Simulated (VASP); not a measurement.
Here is the system:

```
NaTiS2
1.0
    1.71504     0.99018     6.58811
   -1.71504     0.99018     6.58811
    0.00000    -1.98036     6.58811
Na Ti S
1 1 2
Cartesian
  0.00000   0.00000   9.88216
  0.00000   0.00000   0.00000
  0.00000   0.00000  14.59585
  0.00000   0.00000   5.16847
```

Level of theory: LDA (Ceperley-Alder, Perdew-Zunger), VASP's LDA PAW potentials (set 64) (plane waves; VASP). Numerical set-up: 400 eV cut-off, Gaussian smearing of 0.050 eV, potentials Na_pv Ti_sv S.

Q: Give the energies of bands 10 to 18 at the high-symmetry points, in eV from the Fermi level.

A: 
| band | Γ | T | H2 | L | S0 | F |
|---|---|---|---|---|---|---|
| 10 | -6.45 | -5.53 | -5.36 | -6.20 | -5.40 | -6.42 |
| 11 | -3.49 | -3.97 | -5.36 | -5.31 | -5.17 | -5.41 |
| 12 | -3.49 | -3.47 | -4.94 | -4.35 | -5.10 | -3.91 |
| 13 | -2.31 | -3.47 | -4.11 | -3.58 | -4.09 | -3.52 |
| 14 | -1.08 | -1.17 | -3.71 | -3.55 | -3.73 | -3.33 |
| 15 | -1.08 | -1.17 | -3.55 | -2.49 | -3.59 | -2.54 |
| 16 | 0.02 | 0.05 | 0.67 | -0.57 | 0.69 | -0.85 |
| 17 | 0.04 | 0.05 | 0.88 | 1.13 | 0.96 | 1.13 |
| 18 | 0.04 | 0.63 | 1.11 | 1.52 | 1.05 | 1.49 |

It has no gap at this level: it comes out as a metal or semimetal.

The structure comes from a computed database's NaTiS2 entry (R-3m); how it stands against other phases isn't given here. It was relaxed first, which changed the volume by -8 %. The electron count is odd and the run is not spin-polarised, which forces a metal.
